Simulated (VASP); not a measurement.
VASP input:

INCAR:
```
SYSTEM  =  Sr(SiPd)2
PREC  =  Accurate; ENCUT  =  300; LREAL  =  .FALSE.
LASPH  =  .TRUE.
EDIFF  =  1E-6; NELM  =  100; ALGO  =  Normal
LMAXMIX  =  4
ISMEAR  =  0; SIGMA  =  0.2
ISIF  =  2
LWAVE  =  .FALSE.; LCHARG  =  .FALSE.
```

KPOINTS:
```
Automatic mesh
0
Gamma
9 9 9
0 0 0
```

File POSCAR:
```
Sr(SiPd)2
5.0001750
 -0.4304199353   0.4304199353   1.0000000000
  0.4304199353  -0.4304199353   1.0000000000
  0.4304199353   0.4304199353  -1.0000000000
Sr Si Pd
1 2 2
Direct
  0.0000000000   0.0000000000   0.0000000000
  0.3736100000   0.3736100000   0.0000000000
  0.6263900000   0.6263900000   0.0000000000
  0.2500000000   0.7500000000   0.5000000000
  0.7500000000   0.2500000000   0.5000000000
```

POTCAR, in this order: Sr_sv Si Pd (LDA.64 set). Program: vasp_std.

Task: Write an equivalent input for Quantum ESPRESSO's pw.x.

Result: One equivalent input (not run):
```
&CONTROL
  calculation = 'scf'
  pseudo_dir = './pseudo'
  outdir = './out'
  tprnfor = .true.
  tstress = .true.
/
&SYSTEM
  ibrav = 0
  nat = 5
  ntyp = 3
  ecutwfc = 82
  occupations = 'smearing'
  smearing = 'gaussian'
  degauss = 0.0147
  input_dft = 'pz'
/
&ELECTRONS
  conv_thr = 7.3e-08
  electron_maxstep = 100
/
ATOMIC_SPECIES
  Sr 87.620 Sr.upf
  Si 28.085 Si.upf
  Pd 106.420 Pd.upf
CELL_PARAMETERS angstrom
    -2.1521750    2.1521750    5.0001750
     2.1521750   -2.1521750    5.0001750
     2.1521750    2.1521750   -5.0001750
ATOMIC_POSITIONS crystal
  Sr   0.0000000  0.0000000  0.0000000
  Si   0.3736100  0.3736100  0.0000000
  Si   0.6263900  0.6263900  0.0000000
  Pd   0.2500000  0.7500000  0.5000000
  Pd   0.7500000  0.2500000  0.5000000
K_POINTS automatic
  9 9 9 0 0 0
```
What does not carry over: the potentials are each code's own (VASP's PAW set, PseudoDojo norm-conserving files in pw.x), so ENCUT and ecutwfc are chosen apart and not converted; conv_thr bounds pw.x's estimated SCF error, while EDIFF bounds the energy change between steps.

The structure comes from a computed database's Pd2SrSi2 entry; how it stands against other phases isn't given here. The cell was not relaxed at this level.
